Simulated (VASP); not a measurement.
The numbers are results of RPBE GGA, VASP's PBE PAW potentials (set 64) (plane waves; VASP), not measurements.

The input files of a VASP run:

KPOINTS:
```
Automatic mesh
0
G
11 11 11
0 0 0
```

### POSCAR
```
BAs
2.4235950
  0.0000000000   1.0000000047   1.0000000047
  1.0000000047   0.0000000000   1.0000000047
  1.0000000047   1.0000000047   0.0000000000
B As
1 1
Cartesian
  0.0000000000   0.0000000000   0.0000000000
  0.5000000023   0.5000000023   0.5000000023
```

### INCAR
```
# general
SYSTEM =BAs
PREC   =Accurate
ENCUT  =520
LREAL  =F
LASPH  =T

# electronic loop
EDIFF  =1E-7
NELM   =100
ALGO   =Normal
LMAXMIX=4

# smearing
ISMEAR =-5

# functional
GGA    =RP

# ions
ISIF   =2

# output
LWAVE  =F
LCHARG =T
LORBIT =11
NEDOS  =601
```

POTCAR, in this order: B As (PBE.64 set). Program: vasp_std.

The resulting files:

File OSZICAR:
```
       N       E                     dE             d eps       ncg     rms          rms(c)
DAV:   1     0.146271553955E+02    0.14627E+02   -0.38105E+03   896   0.872E+02
DAV:   2    -0.108822481376E+02   -0.25509E+02   -0.25255E+02  1344   0.105E+02
DAV:   3    -0.112623323490E+02   -0.38008E+00   -0.38008E+00  1040   0.173E+01
DAV:   4    -0.112629717549E+02   -0.63941E-03   -0.63941E-03  1312   0.732E-01
DAV:   5    -0.112629719787E+02   -0.22382E-06   -0.22382E-06  1040   0.109E-02    0.472E+00
DAV:   6    -0.107901020840E+02    0.47287E+00   -0.15874E+00   928   0.636E+00    0.239E+00
DAV:   7    -0.107506960066E+02    0.39406E-01   -0.18099E-01  1328   0.257E+00    0.950E-01
DAV:   8    -0.107486443634E+02    0.20516E-02   -0.19348E-02   936   0.106E+00    0.110E-01
DAV:   9    -0.107492748383E+02   -0.63047E-03   -0.84352E-04  1240   0.224E-01    0.594E-02
DAV:  10    -0.107496442278E+02   -0.36939E-03   -0.65990E-04  1120   0.196E-01    0.184E-02
DAV:  11    -0.107496561552E+02   -0.11927E-04   -0.39899E-05  1344   0.468E-02    0.122E-02
DAV:  12    -0.107496570802E+02   -0.92502E-06   -0.50838E-06   936   0.195E-02    0.304E-03
DAV:  13    -0.107496571148E+02   -0.34515E-07   -0.76819E-08  1296   0.225E-03
   1 F= -.10749657E+02 E0= -.10749657E+02  d E =0.000000E+00
```

OUTCAR:
```
------------------------ aborting loop because EDIFF is reached ----------------------------------------
  FORCE on cell =-STRESS in cart. coord.  units (eV):
  Direction    XX          YY          ZZ          XY          YZ          ZX
  --------------------------------------------------------------------------------------
  Total        0.0000085      0.0000085      0.0000085     -0.0000000      0.0000000     -0.0000000
  in kB        0.0004787      0.0004787      0.0004787     -0.0000000      0.0000000     -0.0000000
  external PRESSURE =       0.0004787 kB  Pullay stress =       0.0000000 kB
  volume of cell :       28.47
      direct lattice vectors                 reciprocal lattice vectors
     0.000000000  2.423595011  2.423595011    -0.206305095  0.206305095  0.206305095
     2.423595011  0.000000000  2.423595011     0.206305095 -0.206305095  0.206305095
     2.423595011  2.423595011  0.000000000     0.206305095  0.206305095 -0.206305095
  FREE ENERGIE OF THE ION-ELECTRON SYSTEM (eV)
  ---------------------------------------------------
  free  energy   TOTEN  =       -10.7496571148 eV

  energy  without entropy=      -10.7496571148  energy(sigma->0) =      -10.74965711

 total charge

# of ion       s       p       d       tot
------------------------------------------
    1        0.661   1.133   0.000   1.793
    2        1.171   1.627   0.081   2.879
--------------------------------------------------
tot          1.831   2.760   0.081   4.672
```
(Selected blocks of OUTCAR.)

The compound is BAs in the zinc blende structure. It was relaxed first.
